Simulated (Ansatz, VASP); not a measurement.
# Be (Beryllium): VASP beside Ansatz, part 2 of 2

Wanted: the spread between two codes on one cell, functional and k mesh. The cell is taken from a series of runs on this material, whose earlier steps may have relaxed, scaled, displaced or heated it; both programs get it as it stands.

VASP 6.6.1 and Ansatz 0.2.0.

So far: Set-up; Ansatz: zone-centre phonons, PBEsol, pair 1; VASP: zone-centre phonons, PBEsol, pair 1; Side by side.

## 5. VASP: zone-centre phonons, PBEsol, pair 2

Level of this step: PBEsol; plane waves and PAW (Be) (VASP).

Second derivatives magnify differences that forces hide, and they need a tight electronic threshold. The cell compared in this pair holds 15.82 Å³, against 15.67 Å³ for the pair before.

Input file INCAR:

```
SYSTEM = Be
PREC = Accurate
ENCUT = 600
EDIFF = 1E-08
NELM = 120
ISMEAR = 1
SIGMA = 0.2
LREAL = .FALSE.
ALGO = Normal
GGA = PS
NBANDS = 8
LORBIT = 11
LWAVE = .FALSE.
LCHARG = .FALSE.
ISIF = 2
IBRION = 8
LASPH = .TRUE.
GGA_COMPAT = .FALSE.
KPAR = 2
```

Input file POSCAR:

```
Be
1.0
    2.2561145898      0.0000000000      0.0000000000
   -1.1280572949      1.9538525486      0.0000000000
    0.0000000000      0.0000000000      3.5881801490
Be
2
Direct
    0.3333333333      0.6666666667      0.2500000000
    0.6666666667      0.3333333333      0.7500000000
```

Input file KPOINTS:

```
Automatic mesh
0
Gamma
24 24 12
0 0 0
```

Potentials, in the order of the species: Be (PBE family, release 64).

On the command line:

```
> mpirun -np 2 vasp_std
```

Numbers of over 12 decimals in the logs are rounded to 6 here.

Log:

```text
[banner, memory and clock lines left out]
running    2 mpi-ranks, on    1 nodes
[...]
[... a notice as in an earlier step ...]

 LDA part: xc-table for (Slater+PW92), standard interpolation
 POSCAR, INCAR and KPOINTS ok, starting setup
[...]
entering main loop
       N       E                     dE             d eps       ncg     rms          rms(c)
DAV:   1    -0.322485241205E+01   -0.32249E+01   -0.19537E+03  6856   0.462E+02
DAV:   2    -0.800665947140E+01   -0.47818E+01   -0.46482E+01 11112   0.559E+01
DAV:   3    -0.802509704352E+01   -0.18438E-01   -0.18435E-01  7424   0.302E+00
DAV:   4    -0.802510792304E+01   -0.10880E-04   -0.10880E-04 10144   0.844E-02
[...]
DAV:  10    -0.799302975333E+01    0.18956E-07   -0.44749E-10  7544   0.153E-04    0.156E-04
DAV:  11    -0.799302974219E+01    0.11147E-07   -0.10028E-10  4096   0.875E-05    0.468E-06
DAV:  12    -0.799302974121E+01    0.97543E-09   -0.29764E-12  3440   0.180E-05
   1 F= -.79930297E+01 E0= -.79928310E+01  d E =-.596192E-03
[...]
RMM:   7    -0.663087759472E-02    0.80147E-08   -0.40940E-10 48877   0.324E-06    0.179E-06
 first order change of Fermi-energy   0.19085E-05
 force on displaced ion       1 direction 1 :  -3.464   0.000   0.000
 Linear response progress:
  Degree of freedom:   2/  2
       N       E                     dE             d eps       ncg     rms          rms(c)
RMM:   1    -0.167540866089E-01   -0.16754E-01    0.30462E-02 25157   0.658E-01
RMM:   2    -0.149323101499E-01    0.18218E-02    0.30685E-03 16181   0.906E-02    0.104E-01
RMM:   3    -0.145773597913E-01    0.35495E-03    0.10927E-03 15973   0.903E-02    0.385E-02
RMM:   4    -0.148095660412E-01   -0.23221E-03    0.17866E-04 16387   0.508E-02    0.409E-03
RMM:   5    -0.148409827655E-01   -0.31417E-04   -0.26931E-05 17010   0.377E-03    0.560E-04
RMM:   6    -0.148394312567E-01    0.15515E-05   -0.44085E-06 16810   0.362E-04    0.734E-05
RMM:   7    -0.148388130801E-01    0.61818E-06   -0.77840E-07 17315   0.399E-05    0.174E-05
RMM:   8    -0.148387834772E-01    0.29603E-07    0.43607E-08 16601   0.147E-05    0.670E-07
RMM:   9    -0.148387878300E-01   -0.43528E-08    0.36335E-09 16187   0.194E-06    0.240E-07
 first order change of Fermi-energy   0.61872E-06
 force on displaced ion       1 direction 3 :  -0.000   0.000  -7.821
 Linear response finished
```

Parts of OUTCAR (step 5):

```text
  Total        0.0379963      0.0379963     -0.3227526      0.0000000     -0.0000000      0.0000000
  in kB        3.8487900      3.8487900    -32.6928797      0.0000000     -0.0000000      0.0000000
  external PRESSURE =      -8.3317666 kB  Pullay stress =       0.0000000 kB

 POSITION                                       TOTAL-FORCE (eV/Angst)
 -----------------------------------------------------------------------------------
     -0.00000      1.30257      0.89705         0.000000     -0.000000      0.000000
      1.12806      0.65128      2.69114        -0.000000      0.000000      0.000000
 -----------------------------------------------------------------------------------
    total drift:                                0.000000     -0.000000      0.000000

[... 1 part as in an earlier step ...]

[... 1 further part left out ...]
```

## 6. Ansatz: zone-centre phonons, PBEsol, pair 2

The same cell, functional, mesh and smearing now go to Ansatz, which takes its cutoff from its data sets.

The cell is taken from a series of runs on this material, whose earlier steps may have relaxed, scaled, displaced or heated it; both programs get it as it stands.

Input file input.yaml:

```yaml
crystal:
  lattice:
    - [2.2561145898, 0.0, 0.0]
    - [-1.1280572949, 1.9538525486, 0.0]
    - [0.0, 0.0, 3.588180149]
  atoms:
    - { symbol: Be, position: [0.3333333333, 0.6666666667, 0.25] }
    - { symbol: Be, position: [0.6666666667, 0.3333333333, 0.75] }
kpoints:
  mp_grid: { grid: [24, 24, 12] }
hamiltonian:
  xc: pbesol
  pseudopotentials: { kind: paw, azcp: { folder: soft_1 }, xc_functional: pbe }
scf:
  occupations: { method: methfessel_paxton, width: 0.2 }
output:
  eigenvalues: true
phonons:
  method: dfpt
```

On the command line:

```
> ansatz run input.yaml --threads 4 --pin off --max-ram 10240MiB --backend cpu --events-out ev --progress --plain --runs-dir out
```

Log:

```text
[...]
Crystal: 2 atoms, lattice volume = 15.817 Å³
Basis set: ecut = 420 eV, 311 PW (Γ), exchange–correlation on 32×32×48 points (8 copies of the dense FFT grid, shifted against one another)
Bands: 6, of which v1, the nominal top of the filled ones, is band 2 counted from 1 (1 counted from 0)
Symmetry: 24 space group operations
k-points: 1099 of 6912 (irreducible under 4 space group operations, time reversal used)
[...]
Free energy (F): -180.697010 eV
[...]
Internal energy: -180.696414 eV  (E = F + TS)
E sigma→0 (E₀):  -180.696861 eV
Entropy (-TS):   -0.000596 eV (-0.298 meV/atom)
Fermi energy:    8.099626 eV
[...]
--- Band table (eV; the first three rows and the last of 1099) ---
[...]
ASR residual: 9.894e-5 → 0.000e0 eV/Å²; symmetrization residual: 6.217e-15 eV/Å²
  ASR residual per site (eV/Å²): 9.89e-5 9.89e-5
  Γ frequencies (cm⁻¹): 0.00 0.00 0.00 456.70 456.70 679.96
[...]
[key lines of the parts left out:]
SCF converged after 6 iterations
```

## 7. Comparison

The two programs side by side:

```tsv
quantity	Ansatz	VASP	difference
optical mode 1 to 2 (cm⁻¹)	456.7	457.2	-0.10 %
optical mode 3 (cm⁻¹)	680.0	687.0	-1.02 %
```

Modes are paired by rising frequency, not by their patterns, so a pair may set unlike modes beside each other; they are those without the splitting of longitudinal modes.

## 8. Ansatz: zone-centre phonons, PBEsol, pair 3

Second derivatives magnify differences that forces hide, and they need a tight electronic threshold. The cell compared in this pair holds 15.97 Å³, against 15.82 Å³ for the pair before.

The cell is taken from a series of runs on this material, whose earlier steps may have relaxed, scaled, displaced or heated it; both programs get it as it stands.

Edit input.yaml of step 6 so:

```diff
@@ -2,5 +2,5 @@
   lattice:
-    - [2.2561145898, 0.0, 0.0]
-    - [-1.1280572949, 1.9538525486, 0.0]
-    - [0.0, 0.0, 3.588180149]
+    - [2.2793558327, 0.0, 0.0]
+    - [-1.1396779163, 1.9739800554, 0.0]
+    - [0.0, 0.0, 3.5499295267]
   atoms:
```

Log:

```text
[...]
Crystal: 2 atoms, lattice volume = 15.973 Å³
Basis set: ecut = 420 eV, 311 PW (Γ), exchange–correlation on 32×32×48 points (8 copies of the dense FFT grid, shifted against one another)
Bands: 6, of which v1, the nominal top of the filled ones, is band 2 counted from 1 (1 counted from 0)
Symmetry: 24 space group operations
k-points: 1099 of 6912 (irreducible under 4 space group operations, time reversal used)
[...]
Free energy (F): -180.695602 eV
[...]
Internal energy: -180.695366 eV  (E = F + TS)
E sigma→0 (E₀):  -180.695543 eV
Entropy (-TS):   -0.000236 eV (-0.118 meV/atom)
Fermi energy:    7.934835 eV
[...]
--- Band table (eV; the first three rows and the last of 1099) ---
[...]
ASR residual: 6.562e-5 → 0.000e0 eV/Å²; symmetrization residual: 1.284e-11 eV/Å²
  ASR residual per site (eV/Å²): 6.56e-5 6.56e-5
  Γ frequencies (cm⁻¹): 0.00 0.00 0.00 464.55 464.55 695.51
[...]
[key lines of the parts left out:]
SCF converged after 6 iterations
```

## 9. VASP: zone-centre phonons, PBEsol, pair 3

The same cell, functional, mesh and smearing now go to VASP, with its own data sets.

INCAR is that of step 5.

Input file POSCAR:

```
Be
1.0
    2.2793558327      0.0000000000      0.0000000000
   -1.1396779163      1.9739800554      0.0000000000
    0.0000000000      0.0000000000      3.5499295267
Be
2
Direct
    0.3333333333      0.6666666667      0.2500000000
    0.6666666667      0.3333333333      0.7500000000
```

KPOINTS is that of step 5.

On the command line:

```
> mpirun -np 2 vasp_std
```

Log:

```text
[... set-up lines as in an earlier step ...]
 entering main loop
       N       E                     dE             d eps       ncg     rms          rms(c)
DAV:   1    -0.346158333544E+01   -0.34616E+01   -0.19252E+03  6880   0.458E+02
DAV:   2    -0.800659224286E+01   -0.45450E+01   -0.44113E+01 10944   0.544E+01
DAV:   3    -0.802434101030E+01   -0.17749E-01   -0.17652E-01  7440   0.298E+00
DAV:   4    -0.802435362832E+01   -0.12618E-04   -0.12617E-04 10136   0.852E-02
[...]
DAV:  10    -0.799190925661E+01    0.17252E-07   -0.40059E-10  7360   0.154E-04    0.162E-04
DAV:  11    -0.799190924563E+01    0.10989E-07   -0.95526E-11  4312   0.865E-05    0.452E-06
DAV:  12    -0.799190924426E+01    0.13643E-08   -0.29525E-12  3432   0.183E-05
   1 F= -.79919092E+01 E0= -.79918296E+01  d E =-.238820E-03
 Linear response reoptimize wavefunctions to high precision
DAV:   1    -0.799190924375E+01    0.51158E-09   -0.12455E-13  4056   0.484E-06
DAV:   2    -0.799190924375E+01    0.14211E-13   -0.59761E-15  3424   0.133E-06
 Linear response DOF=           2
 Linear response progress:
[...]
RMM:   7    -0.656382969328E-02    0.77405E-08    0.15818E-10 49358   0.324E-06    0.189E-06
 first order change of Fermi-energy   0.18114E-05
 force on displaced ion       1 direction 1 :  -3.581   0.000   0.000
 Linear response progress:
  Degree of freedom:   2/  2
       N       E                     dE             d eps       ncg     rms          rms(c)
RMM:   1    -0.161109216318E-01   -0.16111E-01    0.30929E-02 25217   0.645E-01
RMM:   2    -0.146939281864E-01    0.14170E-02    0.28673E-03 16192   0.889E-02    0.103E-01
RMM:   3    -0.143551734006E-01    0.33875E-03    0.99773E-04 15995   0.880E-02    0.389E-02
RMM:   4    -0.145817930309E-01   -0.22662E-03    0.16274E-04 16426   0.505E-02    0.409E-03
RMM:   5    -0.146125721569E-01   -0.30779E-04   -0.33296E-05 17081   0.375E-03    0.550E-04
RMM:   6    -0.146106088622E-01    0.19633E-05   -0.64175E-06 16891   0.356E-04    0.721E-05
RMM:   7    -0.146098380481E-01    0.77081E-06   -0.12977E-06 17424   0.402E-05    0.165E-05
RMM:   8    -0.146097658425E-01    0.72206E-07   -0.41483E-08 16641   0.144E-05    0.729E-07
RMM:   9    -0.146097630783E-01    0.27642E-08   -0.98385E-09 16278   0.178E-06    0.236E-07
 first order change of Fermi-energy   0.95417E-05
 force on displaced ion       1 direction 3 :   0.000   0.000  -8.174
 Linear response finished
```

Parts of OUTCAR (step 9):

```text
  Total       -0.2866939     -0.2866939      0.0453499     -0.0000000      0.0000000      0.0000000
  in kB      -28.7577217    -28.7577217      4.5489585     -0.0000000      0.0000000      0.0000000
  external PRESSURE =     -17.6554950 kB  Pullay stress =       0.0000000 kB

 POSITION                                       TOTAL-FORCE (eV/Angst)
 -----------------------------------------------------------------------------------
     -0.00000      1.31599      0.88748         0.000000     -0.000000      0.000000
      1.13968      0.65799      2.66245        -0.000000      0.000000      0.000000
 -----------------------------------------------------------------------------------
    total drift:                                0.000000     -0.000000      0.000000

[... 1 part as in an earlier step ...]

[... 1 further part left out ...]
```

## 10. Comparison

Compared:

```tsv
quantity	Ansatz	VASP	difference
optical mode 1 to 2 (cm⁻¹)	464.6	464.8	-0.06 %
optical mode 3 (cm⁻¹)	695.5	702.3	-0.97 %
```

Modes are paired by rising frequency, not by their patterns, so a pair may set unlike modes beside each other; they are those without the splitting of longitudinal modes.

## 11. Results

- r.m.s. difference of the optical zone-centre modes, each program's sorted by frequency (zone-centre phonons, PBEsol, pair 1): 4.0 cm⁻¹
- difference in optical mode 3 (zone-centre phonons, PBEsol, pair 1): -1.0 %
- r.m.s. difference of the optical zone-centre modes, each program's sorted by frequency (zone-centre phonons, PBEsol, pair 2): 4.1 cm⁻¹
- difference in optical mode 3 (zone-centre phonons, PBEsol, pair 2): -1.0 %
- r.m.s. difference of the optical zone-centre modes, each program's sorted by frequency (zone-centre phonons, PBEsol, pair 3): 3.9 cm⁻¹
- difference in optical mode 3 (zone-centre phonons, PBEsol, pair 3): -1.0 %

What this shows: The r.m.s. difference of the optical zone-centre modes, each program's sorted by frequency is 4.0 cm⁻¹ (zone-centre phonons, PBEsol, pair 1). Among the rows given in per cent, the largest difference of the zone-centre phonons, PBEsol, pair 1 pair is in optical mode 3, -1.0 %. Among the rows given in per cent, the largest difference of the zone-centre phonons, PBEsol, pair 2 pair is in optical mode 3, -1.0 %. Among the rows given in per cent, the largest difference of the zone-centre phonons, PBEsol, pair 3 pair is in optical mode 3, -1.0 %. 1 further run of this series is not shown here. Such differences can come from data sets, numerical settings and the points named under the comparisons, not from the functional's error against experiment.

[Lines on the potential files, build, host, timing and source positions are cut from VASP's logs without a mark.]

[Logs are printed without paths, hosts, clocks, repeated set-up lines and the standing remarks that a program may print on its own settings, such as how far it seeks lower states.]

[Hosts, paths, dates, database ids (printed as entryN), source tags and the programs' standing remarks are cut or masked in the printed files.]
